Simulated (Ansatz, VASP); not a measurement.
# Mo (Mo(111)) in two plane-wave programs

Aim: how closely do two programs agree when they are given the same cell, functional and k mesh? The cell is taken from a series of runs on this material, whose earlier steps may have relaxed, scaled, displaced or heated it; both programs get it as it stands. Other levels of theory on this material are compared in a session of their own.

Main program and level: Ansatz 0.2.0; plane waves, with VASP 6.6.1 beside it; PBE.

### 1. Set-up

The cell holds 13 atoms: 13 Mo. Cell: a = 4.455 Å, b = 4.455 Å, c = 26.912 Å, α = 90.0°, β = 90.0°, γ = 120.0°. Vacuum lies along c.

### 2. Ansatz: single point, PBE

Ansatz runs on its default PAW (the set named soft_2) files.

A single point takes one fixed geometry, so differences don't come from the geometry; what else differs is listed under the comparison.

The input, input.yaml:

```yaml
crystal:
  lattice:
    - [4.4547727215, 0.0, 0.0]
    - [-2.2273863607, 3.8579463449, 0.0]
    - [0.0, 0.0, 26.9119200877]
  atoms:
    - { symbol: Mo, position: [0.0, 0.0, 0.2972660432] }
    - { symbol: Mo, position: [0.3333333333, 0.6666666667, 0.331055036] }
    - { symbol: Mo, position: [0.6666666667, 0.3333333333, 0.3648440288] }
    - { symbol: Mo, position: [0.0, 0.0, 0.3986330216] }
    - { symbol: Mo, position: [0.3333333333, 0.6666666667, 0.4324220144] }
    - { symbol: Mo, position: [0.6666666667, 0.3333333333, 0.4662110072] }
    - { symbol: Mo, position: [0.0, 0.0, 0.5] }
    - { symbol: Mo, position: [0.3333333333, 0.6666666667, 0.5337889928] }
    - { symbol: Mo, position: [0.6666666667, 0.3333333333, 0.5675779856] }
    - { symbol: Mo, position: [0.0, 0.0, 0.6013669784] }
    - { symbol: Mo, position: [0.3333333333, 0.6666666667, 0.6351559712] }
    - { symbol: Mo, position: [0.6666666667, 0.3333333333, 0.668944964] }
    - { symbol: Mo, position: [0.0, 0.0, 0.7027339568] }
hamiltonian:
  xc: pbe
kpoints:
  mp_grid: { grid: [12, 12, 1] }
scf:
  occupations: { method: methfessel_paxton, width: 0.1 }
  convergence: { dr2_threshold: 1.0e-09 }
efield:
  axis: 3
  dipole_correction: true
basis:
  ecutwfc: "600 eV"
output:
  write_potential: true
  write_density: true
  volumetric_format: npy
```

Run with:

```bash
$ ansatz run input.yaml --threads 4 --pin off --max-ram 8192MiB --backend cpu --events-out ev --progress --plain --runs-dir out
```

Numbers of over 12 decimals in the logs are rounded to 6 here.

The log of the run:

```text
Engine: ansatz 0.2.0, x86_64-unknown-linux-gnu
Pseudopotentials: kind: paw
Pseudopotential: Mo, paw, valence charge 14, recommended cutoff 420 eV (normal), Mo.paw.azcp
Functional definition: PBE
  parameter kappa = 0.804
  parameter beta = 0.066725
  exchange = pbe_x(kappa = kappa, mu = beta*pi^2/3)
  correlation = pbe_c(beta = beta)
Crystal: 13 atoms, lattice volume = 462.516 Å³
Basis set: ecut = 600 eV, 15401 PW (Γ)
Bands: 110, of which v1, the nominal top of the filled ones, is band 91 counted from 1 (90 counted from 0)
Symmetry: 6 space group operations
k-points: 19 of 144 (time reversal used)
Non-local potential: Mo, projectors of the file, l = 0: 3, l = 1: 2, l = 2: 2, l = 3: 1
PAW form: soft (Blöchl's): semilocal exchange-correlation on the pseudo side does not see the compensation charge
PAW one-centre angular grid: Mo, 590 points (default); XC on 64 Gauss nodes
Initial density: superposition of atomic densities (neutral atoms: chi_scale 0, normalization atom), corrected by the library's trained network
Initial wavefunctions: pseudopotential atomic-orbital guess
Functional: x = pbe(κ = 0.804, μ = 0.219515), c = pbe(β = 0.066725)
SCF iter   1: F=—  HF=-64421.190250 eV  |F-HF|=—  |Δ(HF+E_count)|=         —  Δρ=7.39e-3  dr2=2.06e0  ethr=1.77e-3  p=0.000 e·Å  D=2.86e-13 V/Å  ΔV_dip=-0.00 eV  dr2_dipole=5.15e-8  V_vac-E_F(+/−)=3.65/3.65 eV  ⟨swp⟩=9.1  Hψ=9918  notcnv=0
efield: sawtooth ramp at fractional position 0.9500 (placed from the atoms, in the widest stretch of the axis that holds none; the zero of the levels goes with the place), width 0.1000; the density the first Hamiltonian is built on has a dipole p = 0.000 e·Å; the dipole correction subtracts the counter field D = 2.86e-13 V/Å, which shifts the + side's vacuum level by -0.00 eV against the − side's; the planar-averaged density in the ramp window peaks in size at 6.4e-5 e/Å³
preconditioner: auto → LDOS  [metal: Δε(μ)=0.011 eV  Ē_g=3.792 eV  σ=0.100 eV  W_gap=0.10  n_scr=110 (ndim 8)  ℏωp=15.2 eV  f_vac=0.487  D(μ)=10.96/eV (n_scr^D=82)  β→1.0]
SCF iter   2: F=—  HF=-64421.165401 eV  |F-HF|=—  |Δ(HF+E_count)|=   2.48e-2  S|Δr|=    0.00e0  Δρ=5.07e-3  dr2=3.02e-1  ethr=1.13e-3  p=-0.000 e·Å  D=-5.09e-6 V/Å  ΔV_dip=0.00 eV  dr2_dipole=1.20e-7  V_vac-E_F(+/−)=3.61/3.61 eV  ⟨swp⟩=2.0  Hψ=2559  notcnv=0  defer=150
SCF iter   3: F=—  HF=-64421.143925 eV  |F-HF|=—  |Δ(HF+E_count)|=   2.15e-2  S|Δr|=    0.00e0  Δρ=2.18e-3  dr2=5.10e-2  ethr=1.66e-4  p=-0.000 e·Å  D=-2.26e-6 V/Å  ΔV_dip=0.00 eV  dr2_dipole=3.61e-9  V_vac-E_F(+/−)=3.61/3.61 eV  ⟨swp⟩=2.0  Hψ=2769  notcnv=0  defer=165
SCF iter   4: F=—  HF=-64421.139251 eV  |F-HF|=—  |Δ(HF+E_count)|=   4.67e-3  S|Δr|=    0.00e0  Δρ=2.72e-4  dr2=1.04e-3  ethr=2.80e-5  p=-0.000 e·Å  D=-1.98e-6 V/Å  ΔV_dip=0.00 eV  dr2_dipole=2.36e-9  V_vac-E_F(+/−)=3.62/3.62 eV  ⟨swp⟩=2.1  Hψ=2624  notcnv=0  defer=165
SCF iter   5: F=—  HF=-64421.139183 eV  |F-HF|=—  |Δ(HF+E_count)|=   6.74e-5  S|Δr|=    0.00e0  Δρ=1.34e-4  dr2=1.98e-4  ethr=5.69e-7  p=-0.000 e·Å  D=-1.41e-6 V/Å  ΔV_dip=0.00 eV  dr2_dipole=3.23e-10  V_vac-E_F(+/−)=3.62/3.62 eV  ⟨swp⟩=3.0  Hψ=2983  notcnv=0  defer=165
SCF iter   6: F=—  HF=-64421.139191 eV  |F-HF|=—  |Δ(HF+E_count)|=   7.22e-6  S|Δr|=    0.00e0  Δρ=5.89e-5  dr2=2.81e-5  ethr=1.09e-7  p=-0.000 e·Å  D=-8.97e-7 V/Å  ΔV_dip=0.00 eV  dr2_dipole=1.23e-11  V_vac-E_F(+/−)=3.62/3.62 eV  ⟨swp⟩=2.0  Hψ=2533  notcnv=0  defer=165
SCF iter   7: F=—  HF=-64421.139191 eV  |F-HF|=—  |Δ(HF+E_count)|=   2.43e-7  S|Δr|=    0.00e0  Δρ=1.47e-5  dr2=1.49e-6  ethr=1.54e-8  p=-0.000 e·Å  D=-5.88e-7 V/Å  ΔV_dip=0.00 eV  dr2_dipole=2.15e-12  V_vac-E_F(+/−)=3.62/3.62 eV  ⟨swp⟩=2.1  Hψ=2638  notcnv=0  defer=165
SCF iter   8: F=—  HF=-64421.140056 eV  |F-HF|=—  |Δ(HF+E_count)|=   8.65e-4  S|Δr|=    0.00e0  Δρ=4.89e-6  dr2=1.70e-7  ethr=8.20e-10  p=-0.000 e·Å  D=-3.24e-7 V/Å  ΔV_dip=0.00 eV  dr2_dipole=3.22e-12  V_vac-E_F(+/−)=3.62/3.62 eV  ⟨swp⟩=2.3  Hψ=2913  notcnv=0  defer=7
SCF iter   9: F=—  HF=-64421.140056 eV  |F-HF|=—  |Δ(HF+E_count)|=   8.59e-8  S|Δr|=    0.00e0  Δρ=1.68e-6  dr2=2.82e-8  ethr=9.33e-11  p=-0.000 e·Å  D=-1.60e-7 V/Å  ΔV_dip=0.00 eV  dr2_dipole=1.34e-13  V_vac-E_F(+/−)=3.62/3.62 eV  ⟨swp⟩=2.7  Hψ=3104  notcnv=0  defer=7
SCF iter  10: F=—  HF=-64421.140056 eV  |F-HF|=—  |Δ(HF+E_count)|=   6.66e-9  S|Δr|=    0.00e0  Δρ=5.06e-7  dr2=4.81e-9  ethr=1.55e-11  p=-0.000 e·Å  D=-5.76e-8 V/Å  ΔV_dip=0.00 eV  dr2_dipole=6.31e-13  V_vac-E_F(+/−)=3.62/3.62 eV  ⟨swp⟩=2.4  Hψ=3140  notcnv=0  defer=7
SCF iter  11: F=-64421.140056 eV  HF=-64421.140056 eV  |F-HF|=7.28e-12  |Δ(HF+E_count)|=   1.72e-9  S|Δr|=    0.00e0  Δρ=2.53e-7  dr2=7.61e-10  ethr=1.00e-12  p=-0.000 e·Å  D=-1.85e-8 V/Å  ΔV_dip=0.00 eV  dr2_dipole=2.60e-13  V_vac-E_F(+/−)=3.62/3.62 eV  ⟨swp⟩=12.2  Hψ=7029  notcnv=0
SCF 1 converged in 11 iterations: F = -64421.140056 eV  dr2 = 7.61e-10
  greatest PAW one-centre occupation: 0.998 electrons in one spin orbital (limit 2), on the Mo atom at site 12 (counted from 0), in its partial waves of l = 0
WARN: The output density's exchange-correlation potential varies sharply where the density is thin. Do not read a vacuum level from v_tot or v_xc, or from such a field of the output density. On a cell that repeats whose density bears no net charge and no dipole along the vacuum's axis use v_es (v_loc + v_h of the components); under efield.dipole_correction with no amplitude use v_es + v_field, which holds any externa [...]
SCF converged after 11 iterations
Stability not checked: this state was not tested for a lower state beside it, because cold or Methfessel-Paxton smearing, or corrected tetrahedra, fill the levels in a way that the test cannot read (fill_not_monotonic; see scf.lower_state_search)
Free energy (F): -64421.140056 eV
Harris-Foulkes:  -64421.140056 eV  (|F-HF|=7.28e-12)
Internal energy: -64421.140172 eV  (E = F + TS)
E sigma→0 (E₀):  -64421.140085 eV
Entropy (-TS):   0.000116 eV (0.009 meV/atom)
Fermi energy:    7.270416 eV
Step filling:    the computed levels leave a gap of 0.0110 eV = 0.1 smearing widths at the electron count; against every level under it full and every level over it empty, smearing changes F+E_penalty+E_count by -1.348 meV and its σ→0 estimate by -1.377 meV
Dipole field:    D = 0.000000 V/Å  (p = 0.000001 e·Å, saw-weighted, corrected)
Work function:   Φ+ = 3.6193 eV   Φ− = 3.6193 eV
Levels:          The Fermi level and band energies are counted from a zero that moves with the ramp; work functions are not
--- Per-component energies (eV) ---
  E_band       = -3203.829429
  E_kinetic    = 5714.571375
  E_local      = -255523.421739  (includes V_loc(G=0)·N_el)
  E_nonlocal   = 1861.290614
  E_hartree    = 124789.068069
  E_xc         = -2374.457047
  E_vxc        = -2962.215197  (∫ρ·V_xc dr)
  E_paw        = -41616.981593  (= ΣΔE_a)
  E_vpaw       = -1872.197008  (= ΣTr[D̂ρ^β])
  E_aug_tail   = -0.000058  (compensation charges beyond the density's cutoff)
  E_efield     = 0.000000  (sawtooth field / dipole correction)
  E_vefield    = 0.000000  (∫n·V_field dr)
  E_ewald      = 102728.790207
  E_smearing   = 0.000116  (= −TS)
  E_closure    = -0.000000  (closes the sum)
  Σ components = -64421.140056   (vs F -64421.140056, Δ=0.00e0)
--- Band table (eV; the first three rows and the last of 19) ---
  k-point 0: bands = [... 87 lower, 6.0338, 6.0725, 6.2945, 6.6812, 7.2922, 7.9363, 8.4246, 8.4522, ... 15 higher]
  k-point 1: bands = [... 87 lower, 6.1151, 6.1881, 6.3120, 6.7085, 7.3203, 7.9175, 8.3740, 8.4197, ... 15 higher]
  k-point 2: bands = [... 87 lower, 6.3831, 6.4085, 6.5024, 6.8455, 7.4152, 7.8431, 7.9662, 8.2580, ... 15 higher]
  k-point 18: bands = [... 87 lower, 6.6301, 6.6301, 6.7682, 7.1027, 7.5872, 7.5872, 7.5950, 7.8050, ... 15 higher]
```

(Continued in part 2 of 2.)

[Lines on the potential files, build, host, timing and source positions are cut from VASP's logs without a mark.]

[Logs are printed without paths, hosts, clocks, repeated set-up lines and the standing remarks that a program may print on its own settings, such as how far it seeks lower states.]

[Hosts, paths, dates, database ids (printed as entryN), source tags and the programs' standing remarks are cut or masked in the printed files.]
